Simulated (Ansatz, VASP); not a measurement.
## Two plane-wave programs on YTaP2

The input INCAR:

```
PREC = Accurate ; ENCUT = 520
EDIFF = 1E-6 ; ISMEAR = 0
SIGMA = 0.1 ; LREAL = F
LASPH = T ; NELM = 100
ALGO = Normal ; ISIF = 2
LWAVE = F ; LCHARG = F
GGA = PE ; NBANDS = 24
```

Contents of KPOINTS:

```
regular mesh
0
Gamma
  6 6 4
```

The input POSCAR:

```
YTaP2
1.0
    3.5348719400      0.0000000000      0.0000000000
   -1.7674359700      3.0612889000      0.0000000000
    0.0000000000      0.0000000000      6.6610588900
Y Ta P
1 1 2
Direct
    0.0000000000      0.0000000000      0.0000000000
    0.0000000000      0.0000000000      0.5000000000
    0.6666666700      0.3333333300      0.7979580200
    0.3333333300      0.6666666700      0.2020419800
```

Input for Ansatz:

```yaml
crystal:
  lattice:
    - [3.53487194, 0.0, 0.0]
    - [-1.76743597, 3.0612889, 0.0]
    - [0.0, 0.0, 6.66105889]
  atoms:
    - { symbol: "Y", position: [0.0, 0.0, 0.0] }
    - { symbol: Ta, position: [0.0, 0.0, 0.5] }
    - { symbol: P, position: [0.66666667, 0.33333333, 0.79795802] }
    - { symbol: P, position: [0.33333333, 0.66666667, 0.20204198] }
basis:
  ecutwfc: 420
kpoints:
  mp_grid: { grid: [6, 6, 4] }
hamiltonian:
  xc: pbe
scf:
  occupations: { method: gaussian, width: 0.1 }
  lower_state_search: "off"
output:
  forces: true
  stress: true
  eigenvalues: true
```

Change from the starting cell: species swapped into the NaVS2 type (P-3m1, No. 164).

Alike in both runs: task single point; functional PBE; k mesh 6 × 6 × 4; occupations gaussian, width 0.1 eV; no spin polarisation.

```csv
,VASP,Ansatz
version,VASP 6.6.1,Ansatz 0.2.0
potentials or method,"VASP PAW PBE potentials, release 64 (Y_sv, Ta_pv, P)","scalar-relativistic, plane waves, PAW"
plane-wave cutoff (eV),520,420
valence electrons in the cell,32,34
```

```tsv
	VASP	Ansatz	Ansatz less VASP
gap on the k mesh at the Fermi level (eV)	none	none	-
pressure (GPa)	18.2	18.5	+0.25
largest component of the traceless stress (GPa)	11.21	11.21	-0.002
rms of the force components (eV/Å)	3.015	3.028	+0.0130
```

Atom by atom the forces differ by 0.013 eV/Å (rms over components). A gap of «none» marks a metal or a gap that the smearing closes. The two sets of potentials don't hold the same shells in valence.

Caveats: so large a pressure means that the cell lies far from this level's equilibrium, or that cutoff or potentials fall short (VASP); forces of over 1 eV/Å show positions far from the minimum, so gaps and moduli don't describe the material at rest. Spin-orbit coupling is left out, which matters for the levels of Ta.
